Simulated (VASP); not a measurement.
Here is the system:

```xyz
4
Lattice="1.5717 -2.7223 0.0000 1.5717 2.7223 0.0000 0.0000 0.0000 5.0317" Properties=species:S:1:pos:R:3 pbc="T T T"
Al     1.5717    -0.9074     2.5160
Al     1.5717     0.9074     0.0001
N      1.5717    -0.9074     4.4379
N      1.5717     0.9074     1.9220
```

Method: revPBE GGA, VASP's PBE PAW potentials (set 64) (plane waves; VASP). Settings: 520 eV cut-off, 9×9×5 Γ-centred mesh, tetrahedra with Blöchl corrections, potentials Al N.

Task: Estimate the energy per atom (σ→0), band gap (on the k-mesh) with the smallest direct gap where there is one.

Result: 
| Property | Result |
|---|---|
| band gap (on the k-mesh) | 3.97 eV |
| smallest direct gap (on the k-mesh) | 3.97 eV |
| energy per atom (σ→0) | -7.145 eV/atom |

Only differences to runs with the same potentials and settings are physical.

The compound is AlN in the wurtzite structure. It was relaxed first.
